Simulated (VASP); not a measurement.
```
Al
1.0
    0.00000     1.99118     1.99118
    1.99118     0.00000     1.99118
    1.99118     1.99118     0.00000
Al
1
Direct
  0.00000   0.00000   0.00000
```

Level of theory: r2SCAN meta-GGA, VASP's PBE PAW potentials (set 64) (plane waves; VASP). Run with 520 eV cut-off, 18×18×18 Γ-centred mesh, tetrahedra with Blöchl corrections, potentials Al.

**Question.** Give the energies of bands 1 to 4 at the high-symmetry points, in eV from the Fermi level.

**Answer.** 
```json
[
 {"band": "1", "Γ": "-12.19", "X": "-3.30", "U": "-2.17", "L": "-5.21", "W": "-1.03"},
 {"band": "2", "Γ": "13.54", "X": "-1.70", "U": "-1.65", "L": "-4.62", "W": "-1.03"},
 {"band": "3", "Γ": "13.54", "X": "5.44", "U": "-0.22", "L": "12.26", "W": "-0.08"},
 {"band": "4", "Γ": "13.54", "X": "6.19", "U": "7.24", "L": "12.26", "W": "1.75"}
]
```

It has no gap at this level: it comes out as a metal or semimetal.

The compound is Al in the fcc structure. It was relaxed first.
